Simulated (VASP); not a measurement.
Here is the system:

```yaml
crystal:
  lattice:
    - [0.00000, 2.00204, 2.00204]
    - [2.00204, 0.00000, 2.00204]
    - [2.00204, 2.00204, 0.00000]
  atoms:
    - { symbol: Li, position: [0.00000, 0.00000, 0.00000] }
    - { symbol: F, position: [0.50000, 0.50000, 0.50000] }
```

Method: PBEsol GGA, VASP's PBE PAW potentials (set 64) (plane waves; VASP 6.6.1). Numerical set-up: 520 eV cut-off, Gaussian smearing of 0.050 eV, potentials Li_sv F.

**Question.** Give the energies of bands 3 to 6 at the high-symmetry points, in eV from the valence-band maximum.

**Answer.** 
```csv
band,Γ,X,U,L,W
3,0.00,-3.14,-2.62,-2.62,-2.17
4,0.00,-1.04,-1.63,-0.24,-2.17
5,0.00,-1.04,-0.77,-0.24,-0.83
6,9.08,14.79,14.40,10.66,14.99
```

The gap is direct, 9.08 eV, from the valence maximum at Γ to the conduction minimum at Γ.

Measured: gap 15.35 eV (computed value off by -6.27 eV), as given by Wei Chen et al., Physical Review Materials (2018), doi:10.1103/physrevmaterials.2.073803 [zero-point renormalisation of 1.15 eV added back (the table's ZPR column)].

The compound is LiF in the rock salt structure. It was relaxed first.
